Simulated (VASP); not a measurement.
Given:

```xyz
3
Lattice="0.0000 2.4732 2.4732 2.4732 0.0000 2.4732 2.4732 2.4732 0.0000" Properties=species:S:1:pos:R:3 pbc="T T T"
Hf     0.0000     0.0000     0.0000
O      1.2366     1.2366     1.2366
O      3.7098     3.7098     3.7098
```

All values below come from rev-vdW-DF2, VASP's PBE PAW potentials (set 64) (plane waves; VASP). Numerical set-up: 520 eV cut-off, 8×8×8 Γ-centred mesh, Gaussian smearing of 0.050 eV, potentials Hf_pv O.

Problem. Give the stress tensor in GPa (positive for a compressed cell).

Solution. 
```
18.54   0.00   0.00
 0.00  18.54   0.00
 0.00   0.00  18.54
```
The pressure is its mean diagonal, 18.54 GPa.

The compound is HfO2 in the fluorite structure, the high-temperature cubic form, which is unstable at 0 K; the monoclinic form is the stable one. This cell is one point of a volume scan, at 0.94 of the reference volume.
